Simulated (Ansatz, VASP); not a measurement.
## BaH2Pd2 in VASP and in Ansatz

File INCAR:

```
SYSTEM = BaH2Pd2
PREC = Accurate
ENCUT = 520
EDIFF = 1E-7
ISMEAR = -1
SIGMA = 0.0303
LREAL = .FALSE.
LASPH = .TRUE.
NELM = 80
ALGO = Normal
ISIF = 2
LWAVE = .FALSE.
LCHARG = .TRUE.
GGA = PE
LELF = .TRUE.
LVHAR = .TRUE.
NBANDS = 43
ISYM = 0
```

File KPOINTS:

```
Automatic mesh
0
G
  4 4 2
  0 0 0
```

File POSCAR:

```
BaH2Pd2
1.0
    4.1788830000      0.0000000000      0.0000000000
    0.0000000000      4.1788830000      0.0000000000
    0.0000000000      0.0000000000     10.1212540000
H Pd Ba
4 4 2
Direct
    0.0000000000      0.5000000000      0.8670000000
    0.5000000000      0.0000000000      0.1330000000
    0.0000000000      0.0000000000      0.5000000000
    0.5000000000      0.5000000000      0.5000000000
    0.0000000000      0.0000000000      0.0000000000
    0.5000000000      0.5000000000      0.0000000000
    0.0000000000      0.5000000000      0.6310000000
    0.5000000000      0.0000000000      0.3690000000
    0.0000000000      0.5000000000      0.2530000000
    0.5000000000      0.0000000000      0.7470000000
```

Input for Ansatz:

```yaml
crystal:
  lattice:
    - [4.178883, 0.0, 0.0]
    - [0.0, 4.178883, 0.0]
    - [0.0, 0.0, 10.121254]
  atoms:
    - { symbol: H, position: [0.0, 0.5, 0.867] }
    - { symbol: H, position: [0.5, 0.0, 0.133] }
    - { symbol: Pd, position: [0.0, 0.0, 0.0] }
    - { symbol: Pd, position: [0.5, 0.5, 0.0] }
    - { symbol: Pd, position: [0.0, 0.5, 0.631] }
    - { symbol: Pd, position: [0.5, 0.0, 0.369] }
    - { symbol: Ba, position: [0.0, 0.5, 0.253] }
    - { symbol: Ba, position: [0.5, 0.0, 0.747] }
    - { symbol: H, position: [0.0, 0.0, 0.5] }
    - { symbol: H, position: [0.5, 0.5, 0.5] }
  symmetry: { detect: false }
kpoints:
  mp_grid: { grid: [4, 4, 2], shift: [0, 0, 0] }
magnetization:
  spin_polarized: false
scf:
  occupations: { method: fermi_dirac, width: 0.0303 }
hamiltonian:
  pseudopotentials: { kind: paw }
  xc: pbe
basis:
  ecutwfc: 420
  xc_grid: 2
output:
  forces: true
  stress: true
  eigenvalues: true
```

The cell was built by a generator and needn't be a form met in nature.

Alike in both runs: task single point; functional PBE; k mesh 4 × 4 × 2; occupations fermi-dirac, width 0.0303 eV; no spin polarisation.

|  | VASP | Ansatz |
| --- | --- | --- |
| version | VASP 6.6.1 | Ansatz 0.2.0 |
| potentials or method | VASP PAW PBE potentials, release 64 (H, Pd, Ba_sv) | PAW plane waves |
| plane-wave cutoff (eV) | 520 | 420 |
| valence electrons in the cell | 64 | 96 |

```csv
,VASP,Ansatz,Ansatz less VASP
gap on the k mesh at the Fermi level (eV),none,none,-
pressure (GPa),-5.6,-6.3,-0.66
largest component of the traceless stress (GPa),2.96,2.89,-0.074
rms of the force components (eV/Å),0.260,0.241,-0.0198
```

A gap of «none» marks a metal or a gap that the smearing closes. The functional is the same, so the differences come from potentials, cutoffs and numerics. The two sets of potentials don't hold the same shells in valence.

Caveats: the k mesh is coarse (spacing up to 0.38 Å⁻¹), so the values aren't converged. The runs have no spin-orbit coupling, so splittings on Ba are missing.
